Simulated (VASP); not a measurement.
Input:

```
AuCu
1.0
    2.78615     0.00000     0.00000
    0.00000     2.78615     0.00000
    0.00000     0.00000     3.64862
Cu Au
1 1
Cartesian
  0.00000   0.00000   0.00000
  1.39308   1.39308   1.82431
```

These are SCAN meta-GGA, VASP's PBE PAW potentials (set 64) (plane waves; VASP) values and carry that method's errors. Numerical set-up: 520 eV cut-off, 15×15×11 Γ-centred mesh, tetrahedra with Blöchl corrections, potentials Cu Au.

Q: Give the energies of bands 1 to 14 at the high-symmetry points, in eV from the Fermi level.

A: 
```
band       Γ      X      M      Z      R      A
----  ------  -----  -----  -----  -----  -----
1     -10.59  -7.38  -7.72  -8.73  -7.51  -7.18
2      -7.18  -6.03  -6.32  -6.91  -7.29  -6.24
3      -7.00  -5.84  -6.32  -6.25  -4.92  -6.24
4      -4.39  -4.83  -6.12  -4.11  -4.45  -3.78
5      -4.39  -4.51  -1.89  -4.02  -4.42  -3.50
6      -3.30  -3.54  -1.89  -4.02  -2.92  -3.44
7      -3.05  -3.26  -1.81  -3.46  -1.97  -3.44
8      -2.35  -3.21  -1.70  -3.04  -1.91  -2.35
9      -1.86  -2.60  -1.47  -2.56  -1.73  -1.81
10     -1.57  -2.35  -1.47  -2.50  -1.68  -1.69
11     -1.57  -1.00   0.49  -2.50  -1.30   5.46
12      2.01  -0.18   0.49  -2.15  -1.23   5.46
13      8.63   9.68   5.22  15.05   2.64   5.87
14     10.46   9.93   7.52  15.13   4.91   6.22
```

It has no gap at this level: it comes out as a metal or semimetal.

The compound is CuAu in the L1_0 structure. It was relaxed first.
